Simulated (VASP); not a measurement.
A convergence study with VASP on MgI$_{2}$ (1T layered): a few settings are varied, all else stays as given below, so the limit is that of these other settings.

```xyz
3
Lattice="2.0750 -3.5940 0.0000 2.0750 3.5940 0.0000 0.0000 0.0000 6.8600" Properties=species:S:1:pos:R:3 pbc="T T T"
Mg     0.0000     0.0000     0.0000
I      2.0750     1.1980     1.6601
I      2.0750    -1.1980     5.1999
```

Calculation: PBE GGA, VASP's PBE PAW potentials (set 64) (plane waves; VASP). The last row used: 550 eV cut-off, 13×13×7 Γ-centred mesh, second-order Methfessel-Paxton smearing of 0.40 eV, potentials Mg I.

```tsv
setting	E (eV/atom)	pressure (GPa)	largest force (eV/Å)	irreducible k-points
ISMEAR = -1, SIGMA = 0.01, 3×3×2 mesh	-2.5197	1.89	0.024	6
ISMEAR = -1, SIGMA = 0.1, 3×3×2 mesh	-2.5197	1.89	0.024	6
ISMEAR = 0, SIGMA = 0.01, 3×3×2 mesh	-2.5197	1.89	0.024	6
ISMEAR = 0, SIGMA = 0.2, 3×3×2 mesh	-2.5197	1.89	0.024	6
ISMEAR = 1, SIGMA = 0.05, 3×3×2 mesh	-2.5196	1.89	0.024	6
ISMEAR = 1, SIGMA = 0.2, 3×3×2 mesh	-2.5195	1.88	0.016	6
ISMEAR = 2, SIGMA = 0.05, 3×3×2 mesh	-2.5196	1.89	0.024	6
ISMEAR = 2, SIGMA = 0.2, 3×3×2 mesh	-2.5195	1.89	0.016	6
ISMEAR = -1, SIGMA = 0.01, 7×7×4 mesh	-2.5648	1.31	0.051	28
ISMEAR = -1, SIGMA = 0.2, 7×7×4 mesh	-2.5648	1.31	0.051	28
ISMEAR = 0, SIGMA = 0.01, 7×7×4 mesh	-2.5648	1.31	0.051	28
ISMEAR = 0, SIGMA = 0.4, 7×7×4 mesh	-2.5648	1.31	0.051	28
ISMEAR = 1, SIGMA = 0.05, 7×7×4 mesh	-2.5648	1.31	0.051	28
ISMEAR = 1, SIGMA = 0.4, 7×7×4 mesh	(withheld)	(withheld)	(withheld)	28
ISMEAR = 2, SIGMA = 0.05, 7×7×4 mesh	-2.5648	1.31	0.051	28
ISMEAR = 2, SIGMA = 0.4, 7×7×4 mesh	-2.5649	1.27	0.054	28
ISMEAR = -1, SIGMA = 0.05, 13×13×7 mesh	-2.5649	1.31	0.052	126
ISMEAR = -1, SIGMA = 0.2, 13×13×7 mesh	-2.5649	1.31	0.052	126
ISMEAR = 0, SIGMA = 0.1, 13×13×7 mesh	-2.5649	1.31	0.052	126
ISMEAR = 0, SIGMA = 0.4, 13×13×7 mesh	-2.5649	1.31	0.052	126
ISMEAR = 1, SIGMA = 0.1, 13×13×7 mesh	-2.5650	1.31	0.049	126
ISMEAR = 1, SIGMA = 0.4, 13×13×7 mesh	-2.5645	1.21	0.055	126
ISMEAR = 2, SIGMA = 0.1, 13×13×7 mesh	-2.5649	1.31	0.051	126
ISMEAR = 2, SIGMA = 0.4, 13×13×7 mesh	-2.5649	(withheld)	(withheld)	126
```

Question: Complete the blanks.

Answer: 
- ISMEAR = 2, SIGMA = 0.4, 13×13×7 mesh, pressure (GPa): 1.25
- ISMEAR = 2, SIGMA = 0.4, 13×13×7 mesh, largest force (eV/Å): 0.053
- ISMEAR = 1, SIGMA = 0.4, 7×7×4 mesh, E (eV/atom): -2.5647
- ISMEAR = 1, SIGMA = 0.4, 7×7×4 mesh, pressure (GPa): 1.22
- ISMEAR = 1, SIGMA = 0.4, 7×7×4 mesh, largest force (eV/Å): 0.057

Left out are rungs that failed or repeat a setting and relaxations that didn't move; long series are thinned to 24 rows.

The compound is MgI2 in the 1T layered structure. The cell was not relaxed at this level.
